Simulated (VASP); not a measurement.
Computed with LDA (Ceperley-Alder, Perdew-Zunger), VASP's LDA PAW potentials (set 64) (plane waves; VASP).

VASP input:

**KPOINTS**
```
Automatic mesh
0
Gamma
16 16 8
0 0 0
```

### POSCAR
```
Zn
1.0
  1.2739775295  -2.2065942156   0.0000000000
  1.2739775295   2.2065942156   0.0000000000
  0.0000000000   0.0000000000   4.6440060160
Zn
2
direct
  0.3333330000   0.6666670000   0.2500000000
  0.6666670000   0.3333330000   0.7500000000
```

**INCAR**
```
SYSTEM=Zn
PREC=Accurate; ENCUT=500; LREAL=.FALSE.
LASPH=.TRUE.
EDIFF=1E-6; NELM=100; ALGO=Normal
LMAXMIX=4
ISMEAR=1; SIGMA=0.1
IBRION=2; NSW=40; ISIF=3
EDIFFG=-0.02; PSTRESS=50
LWAVE=.FALSE.; LCHARG=.FALSE.
```

POTCAR, in this order: Zn (LDA.64 set). Program: vasp_std.

The run wrote:

File OSZICAR:
```
       N       E                     dE             d eps       ncg     rms          rms(c)
DAV:   1     0.920493094524E+02    0.92049E+02   -0.12624E+04  4928   0.242E+03
DAV:   2    -0.156613898775E+01   -0.93615E+02   -0.92233E+02  4952   0.300E+02
DAV:   3    -0.409426696096E+01   -0.25281E+01   -0.25230E+01  5840   0.613E+01
DAV:   4    -0.410104989756E+01   -0.67829E-02   -0.67827E-02  5704   0.313E+00
DAV:   5    -0.410105974297E+01   -0.98454E-05   -0.98452E-05  5864   0.100E-01    0.573E+00
DAV:   6    -0.378588277502E+01    0.31518E+00   -0.13732E+00  4936   0.278E+01    0.393E+00
DAV:   7    -0.376107297402E+01    0.24810E-01   -0.52172E-02  6088   0.446E+00    0.195E+00
DAV:   8    -0.375041108956E+01    0.10662E-01   -0.31145E-03  6904   0.917E-01    0.549E-02
DAV:   9    -0.375037411587E+01    0.36974E-04   -0.28406E-04  6416   0.234E-01    0.268E-02
DAV:  10    -0.375037616866E+01   -0.20528E-05   -0.17369E-05  5752   0.437E-02    0.251E-03
DAV:  11    -0.375037617292E+01   -0.42655E-08   -0.80502E-07  3928   0.124E-02
   1 F= -.29355473E+01 E0= -.29354575E+01  d E =-.293555E+01
```

### OUTCAR
```
------------------------ aborting loop because EDIFF is reached ----------------------------------------
  FORCE on cell =-STRESS in cart. coord.  units (eV):
  Direction    XX          YY          ZZ          XY          YZ          ZX
  --------------------------------------------------------------------------------------
  Total        0.7851867      0.7851869      0.8145924      0.0000000      0.0000000      0.0000000
  in kB       48.1810742     48.1810920     49.9854876      0.0000000      0.0000000      0.0000000
  external PRESSURE =      -1.2174487 kB  Pullay stress =      50.0000000 kB
  volume of cell :       26.11
      direct lattice vectors                 reciprocal lattice vectors
     1.273977529 -2.206594216  0.000000000     0.392471600 -0.226593542  0.000000000
     1.273977529  2.206594216  0.000000000     0.392471600  0.226593542  0.000000000
     0.000000000  0.000000000  4.644006016     0.000000000  0.000000000  0.215331332
 POSITION                                       TOTAL-FORCE (eV/Angst)
 -----------------------------------------------------------------------------------
      1.27398      0.73553      1.16100         0.000000      0.000000      0.000000
      1.27398     -0.73553      3.48300        -0.000000     -0.000000      0.000000
 -----------------------------------------------------------------------------------
    total drift:                               -0.000000      0.000058      0.000004
  FREE ENERGIE OF THE ION-ELECTRON SYSTEM (eV)
  ---------------------------------------------------
  free  energy   TOTEN  =        -3.7503761729 eV

  energy  without entropy=       -3.7501069414  energy(sigma->0) =       -3.75028643
  enthalpy is  TOTEN    =        -2.9355472530 eV   P V=        0.8148289199

 reached required accuracy - stopping structural energy minimisation
```
(Selected blocks of OUTCAR.)

OUTCAR:
```
 val. band max:        4.1114335840   @ k =   0.3750   0.0625   0.0000

 cond. band min:       4.1857111951   @ k =   0.1875   0.1875   0.0000


 Fermi energy:         4.1408939172

 k-point     1 :       0.0000    0.0000    0.0000
  band No.  band energies     occupation
      1      -7.6178      2.00000
      2      -5.3359      2.00000
      3      -4.3956      2.00000
      4      -4.1231      2.00000
      5      -4.1231      2.00000
      6      -4.0490      2.00000
      7      -4.0490      2.00000
      8      -3.6487      2.00000
      9      -3.6487      2.00000
     10      -3.3463      2.00000
     11      -3.3463      2.00000
     12      -0.2480      2.00000
     13       1.3544      2.00000
     14      19.7425      0.00000
     15      23.0503      0.00000
     16      23.0504      0.00000

 k-point     2 :       0.0625    0.0000    0.0000
  band No.  band energies     occupation
      1      -7.4908      2.00000
      2      -5.2749      2.00000
      3      -4.3823      2.00000
      4      -4.1365      2.00000
      5      -4.0884      2.00000
      6      -4.0653      2.00000
      7      -4.0163      2.00000
      8      -3.6809      2.00000
      9      -3.6635      2.00000
     10      -3.4480      2.00000
     11      -3.3437      2.00000
     12      -0.0135      2.00000
     13       1.4130      2.00000
     14      19.8871      0.00000
     15      20.7138      0.00000
     16      21.8262      0.00000

 k-point     3 :       0.1250    0.0000    0.0000
  band No.  band energies     occupation
      1      -7.1161      2.00000
      2      -5.1117      2.00000
      3      -4.3600      2.00000
      4      -4.1638      2.00000
      5      -4.0901      2.00000
      6      -3.9884      2.00000
      7      -3.9222      2.00000
      8      -3.8168      2.00000
      9      -3.7034      2.00000
     10      -3.6328      2.00000
     11      -3.3385      2.00000
     12       0.6120      2.00000
     13       1.6000      2.00000
...
```

The compound is Zn in the hcp structure. It was relaxed first under an external pressure of 5 GPa.
